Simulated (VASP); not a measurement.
The input files of a VASP run:

**POSCAR**
```
CsCl
1
    4.4980000000     0.0000000000     0.0000000000
    0.0000000000     4.4980000000     0.0000000000
    0.0000000000     0.0000000000     4.4980000000
Cs Cl
1 1
Direct
  0.0000000000   0.0000000000   0.0000000000
  0.5000000000   0.5000000000   0.5000000000
```

**INCAR**
```
! general
SYSTEM  = CsCl
PREC    = Accurate
ENCUT   = 400
LREAL   = F
LASPH   = T

! electronic loop
EDIFF   = 1E-6
NELM    = 100
ALGO    = Normal
LMAXMIX = 4

! smearing
ISMEAR  = 0
SIGMA   = 0.05

! functional
GGA     = PS

! ions
IBRION  = 2
NSW     = 60
ISIF    = 3
EDIFFG  = -0.01

! output
LWAVE   = F
LCHARG  = F
```

File KPOINTS:
```
Automatic mesh
0
Gamma
5 5 5
0 0 0
```

POTCAR, in this order: Cs_sv Cl (PBE.64 set). Program: vasp_std.

Question: Translate this PBEsol calculation to Ansatz.

Answer: One equivalent input (not run):
Ansatz 0.2 input:
```yaml
crystal:
  lattice:
    - [4.4980000, 0.0000000, 0.0000000]
    - [0.0000000, 4.4980000, 0.0000000]
    - [0.0000000, 0.0000000, 4.4980000]
  atoms:
    - { symbol: Cs, position: [0.0000000, 0.0000000, 0.0000000] }
    - { symbol: Cl, position: [0.5000000, 0.5000000, 0.5000000] }
kpoints:
  mp_grid: { grid: [5, 5, 5] }
hamiltonian:
  xc: pbesol
  pseudopotentials: { kind: paw }
scf:
  occupations: { method: gaussian, width: 0.05 }
  max_iter: 100
relax:
  max_steps: 60
  f_tol: 0.01
  cell: {}
output: { forces: true, stress: true, eigenvalues: true }
```
What does not carry over: each code has its own PAW files, so the cut-off isn't converted (ENCUT is set for VASP's; basis.ecutwfc is left out, and Ansatz then takes the one that its files recommend); Ansatz stops its SCF on the density residual and VASP on the energy change (EDIFF).

The structure was generated: CsCl was put into the CsCl type type (Pm-3m), which need not be its known phase. This run relaxes it. Symmetry was kept, so distortions that lower it aren't found.
